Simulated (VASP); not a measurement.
Crystal: Bi.

```
CELL_PARAMETERS angstrom
2.26750 1.30914 3.93800
-2.26750 1.30914 3.93800
0.00000 -2.61828 3.93800
ATOMIC_POSITIONS crystal
Bi 0.23400 0.23400 0.23400
Bi 0.76600 0.76600 0.76600
```

| Item | Value |
| --- | --- |
| Program | VASP 6.6.1 |
| Task | relaxation of cell and atoms |
| Functional | PBEsol |
| Potentials or basis | VASP PAW PBE potentials, release 64 (Bi_d) |
| Cutoff | 480 eV |
| k mesh | 12 × 12 × 12 |
| Occupations | gaussian, width 0.1 eV |
| Spin | no spin polarisation |

At the start: pressure -0.3 GPa; volume 35.07 Å³/atom.

How do energy, volume and symmetry change on relaxing?

Over 11 steps the energy falls by 3.2 meV/atom and the volume is 34.36 Å³/atom (-2.0 %); space group R-3m (No. 166, to 0.05 Å).

Step by step:
| step | energy change (eV) | largest force (eV/Å) | pressure (GPa) | volume (Å³) |
| --- | --- | --- | --- | --- |
| 1 | 0.0000 | 0.1609 | -0.26 | 70.14 |
| 2 | -0.0028 | 0.1316 | -0.01 | 69.56 |
| 3 | -0.0043 | 0.0952 | 0.31 | 68.86 |
| 4 | -0.0056 | 0.0006 | -0.16 | 69.20 |
| 5 | -0.0056 | 0.0045 | -0.13 | 69.18 |
| 6 | -0.0060 | 0.0025 | -0.07 | 68.99 |
| 7 | -0.0062 | 0.0132 | 0.04 | 68.67 |
| 8 | -0.0063 | 0.0121 | -0.03 | 68.77 |
| 9 | -0.0063 | 0.0118 | -0.03 | 68.78 |
| 10 | -0.0063 | 0.0009 | 0.03 | 68.70 |
| 11 | -0.0063 | 0.0035 | 0.01 | 68.72 |

Final structure:
```cif
data_structure
_symmetry_space_group_name_H-M 'P 1'
_symmetry_Int_Tables_number 1
_cell_length_a 4.6742
_cell_length_b 4.6742
_cell_length_c 4.6742
_cell_angle_alpha 57.896
_cell_angle_beta 57.896
_cell_angle_gamma 57.896
_cell_volume 68.72
loop_
_atom_site_label
_atom_site_type_symbol
_atom_site_fract_x
_atom_site_fract_y
_atom_site_fract_z
_atom_site_occupancy
Bi1 Bi 0.23692 0.23692 0.23692 1
Bi2 Bi 0.76308 0.76308 0.76308 1
```

Caveat: the PAW data sets were made with another functional, which shifts forces and pressure a little.
